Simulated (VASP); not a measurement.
Here is the system:

```xyz
2
Lattice="2.9825 0.0000 0.0000 0.0000 2.9825 0.0000 0.0000 0.0000 2.9825" Properties=species:S:1:pos:R:3 pbc="T T T"
Al     0.0000     0.0000     0.0000
Ru     1.4912     1.4912     1.4912
```

Method: PBE GGA, VASP's PBE PAW potentials (set 64) (plane waves; VASP). Run with 300 eV cut-off, 11×11×11 Γ-centred mesh, Gaussian smearing of 0.050 eV, potentials Al Ru_pv.

At this cut-off the stress carries a Pulay error, which pulls relaxed volumes low.

Problem. What does the run give for the energy per atom (σ→0), pressure, band gap (on the k-mesh) with the smallest direct gap where there is one?

Solution. 
- band gap (on the k-mesh): none (metal, semimetal or under 0.01 eV)
- energy per atom (σ→0): -7.118 eV/atom
- pressure: 4.20 GPa

Total energies compare only between runs with the same potentials, cut-off and functional.

The structure comes from a computed database's AlRu entry; how it stands against other phases isn't given here. The cell was not relaxed at this level. The electron count is odd and the run is not spin-polarised, which forces a metal.
